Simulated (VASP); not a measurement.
Method: PBE GGA with D3 dispersion (zero damping), VASP's PBE PAW potentials (set 64) (plane waves; VASP).

VASP ran on this input.

File KPOINTS:
```
K-points
0
G
  13 13 12
0 0 0
```

### INCAR
```
SYSTEM = WC
PREC = Accurate
ENCUT = 520
EDIFF = 1E-6
NELM = 100
ALGO = Normal
LREAL = .FALSE.
LASPH = .TRUE.
ISMEAR = 1
SIGMA = 0.1
GGA = PE
IVDW = 11
LMAXMIX = 6
LWAVE = .FALSE.
LCHARG = .FALSE.
IBRION = 2
ISIF = 3
NSW = 60
EDIFFG = -0.01
```

POSCAR:
```
WC
1.0
  1.4550000000  -2.5201340000   0.0000000000
  1.4550000000   2.5201340000   0.0000000000
  0.0000000000   0.0000000000   2.8400000000
W C
1 1
Cart
  0.0000000000   0.0000000000   0.0000000000
  1.4550000000   0.8400463468   1.4200000000
```

POTCAR, in this order: W_sv C (PBE.64 set). Program: vasp_std.

The run wrote:

OUTCAR:
```
 ion  position               nearest neighbor table
   1  0.000  0.000  0.000-   2 2.20   2 2.20   2 2.20   2 2.20   2 2.20   2 2.20
   2  0.333  0.667  0.500-   1 2.20   1 2.20   1 2.20   1 2.20   1 2.20   1 2.20
  LATTYP: Found a hexagonal cell.
 ALAT       =     2.9100000649
 C/A-ratio  =     0.9759449954
 Subroutine PRICEL returns:
 Original cell was already a primitive cell.
 Subroutine GETGRP returns: Found 12 space group operations
The static configuration has the point symmetry D_3h.
The dynamic configuration has the point symmetry D_3h.
 Subroutine INISYM returns: Found 12 space group operations
 Subroutine IBZKPT returns following result:
 Found    147 irreducible k-points:

 Following reciprocal coordinates:
            Coordinates               Weight
  0.000000  0.000000  0.000000      1.000000
  0.076923  0.000000  0.000000      6.000000
  0.153846  0.000000  0.000000      6.000000
  0.230769 -0.000000  0.000000      6.000000
  0.307692  0.000000  0.000000      6.000000
  0.384615  0.000000  0.000000      6.000000
  0.461538  0.000000  0.000000      6.000000
  0.076923  0.076923  0.000000      6.000000
...
```

**OSZICAR**
```
       N       E                     dE             d eps       ncg     rms          rms(c)
DAV:   1     0.109378708060E+03    0.10938E+03   -0.98296E+03  3822   0.154E+03
DAV:   2    -0.216157365629E+02   -0.13099E+03   -0.12758E+03  4387   0.380E+02
DAV:   3    -0.254832713420E+02   -0.38675E+01   -0.38329E+01  4585   0.606E+01
DAV:   4    -0.255203293544E+02   -0.37058E-01   -0.37028E-01  4217   0.624E+00
DAV:   5    -0.255206473472E+02   -0.31799E-03   -0.31796E-03  4567   0.592E-01    0.323E+01
DAV:   6    -0.225375344968E+02    0.29831E+01   -0.95825E+00  4312   0.318E+01    0.856E+00
DAV:   7    -0.224716657868E+02    0.65869E-01   -0.40977E-01  4017   0.578E+00    0.612E+00
DAV:   8    -0.224457145212E+02    0.25951E-01   -0.70472E-02  4237   0.255E+00    0.880E-01
DAV:   9    -0.224446371661E+02    0.10774E-02   -0.36563E-03  4102   0.488E-01    0.142E-01
DAV:  10    -0.224445900876E+02    0.47078E-04   -0.27777E-04  4487   0.225E-01    0.714E-02
DAV:  11    -0.224445882712E+02    0.18164E-05   -0.21413E-05  4157   0.437E-02    0.104E-02
DAV:  12    -0.224445871969E+02    0.10743E-05   -0.47645E-06  4077   0.210E-02    0.304E-03
DAV:  13    -0.224445872154E+02   -0.18466E-07   -0.96044E-08  1981   0.326E-03
   1 F= -.23164627E+02 E0= -.23164497E+02  d E =-.231646E+02
       N       E                     dE             d eps       ncg     rms          rms(c)
DAV:   1    -0.224464965927E+02   -0.19094E-02   -0.20502E-02  3912   0.205E+00    0.374E-01
DAV:   2    -0.224458560285E+02    0.64056E-03   -0.19607E-03  3997   0.541E-01    0.844E-02
DAV:   3    -0.224457475489E+02    0.10848E-03   -0.17278E-04  4192   0.119E-01    0.309E-02
DAV:   4    -0.224457226717E+02    0.24877E-04   -0.59160E-05  4262   0.851E-02    0.279E-02
DAV:   5    -0.224457214750E+02    0.11967E-05   -0.31341E-06  3910   0.196E-02    0.485E-03
DAV:   6    -0.224457211016E+02    0.37339E-06   -0.57403E-07  1971   0.688E-03
   2 F= -.23164556E+02 E0= -.23164408E+02  d E =0.710900E-04
       N       E                     dE             d eps       ncg     rms          rms(c)
DAV:   1    -0.224453416407E+02    0.37983E-03   -0.98090E-03  3912   0.141E+00    0.259E-01
DAV:   2    -0.224450343071E+02    0.30733E-03   -0.92819E-04  3992   0.374E-01    0.587E-02
DAV:   3    -0.224449840813E+02    0.50226E-04   -0.82455E-05  4177   0.827E-02    0.213E-02
DAV:   4    -0.224449740337E+02    0.10048E-04   -0.28132E-05  4267   0.587E-02    0.194E-02
DAV:   5    -0.224449749431E+02   -0.90938E-06   -0.13987E-06  2601   0.136E-02
   3 F= -.23164643E+02 E0= -.23164507E+02  d E =-.158807E-04
```

File OUTCAR:
```
------------------------ aborting loop because EDIFF is reached ----------------------------------------
 Edisp (eV)   -0.71967
  FORCE on cell =-STRESS in cart. coord.  units (eV):
  Direction    XX          YY          ZZ          XY          YZ          ZX
  --------------------------------------------------------------------------------------
  Total      -0.01050    -0.01050     0.00079     0.00000    -0.00000    -0.00000
  in kB      -0.80698    -0.80698     0.06037     0.00000    -0.00000    -0.00000
  external pressure =       -0.52 kB  Pullay stress =        0.00 kB
  volume of cell :       20.84
      direct lattice vectors                 reciprocal lattice vectors
     1.455117918 -2.520338240 -0.000000000     0.343614764 -0.198386071 -0.000000000
     1.455117918  2.520338240  0.000000000     0.343614764  0.198386071 -0.000000000
     0.000000000 -0.000000000  2.841374707     0.000000000 -0.000000000  0.351942318
 POSITION                                       TOTAL-FORCE (eV/Angst)
 -----------------------------------------------------------------------------------
      0.00000     -0.00000      2.84137         0.000000     -0.000000     -0.000000
      1.45512      0.84011      1.42069        -0.000000      0.000000      0.000000
 -----------------------------------------------------------------------------------
    total drift:                                0.000000     -0.000385      0.000000
  FREE ENERGIE OF THE ION-ELECTRON SYSTEM (eV)
  ---------------------------------------------------
  free  energy   TOTEN  =       -23.1646427062 eV

  energy  without entropy=      -23.1642357844  energy(sigma->0) =      -23.16450707

 reached required accuracy - stopping structural energy minimisation
```
(Selected blocks of OUTCAR.)

CONTCAR:
```
WC
   1.00000000000000
     1.4551179179304290   -2.5203382398648579   -0.0000000000000000
     1.4551179179304290    2.5203382398648579    0.0000000000000000
     0.0000000000000000   -0.0000000000000000    2.8413747071051447
  W               C
     1     1
Direct
     0.0000000000000000    0.0000000000000000    1.0000000000000000
     0.3333330000000032    0.6666669999999968    0.5000000000000000
```

The compound is WC in the wc structure. This run relaxes it. Symmetry was kept, so distortions that lower it aren't found.
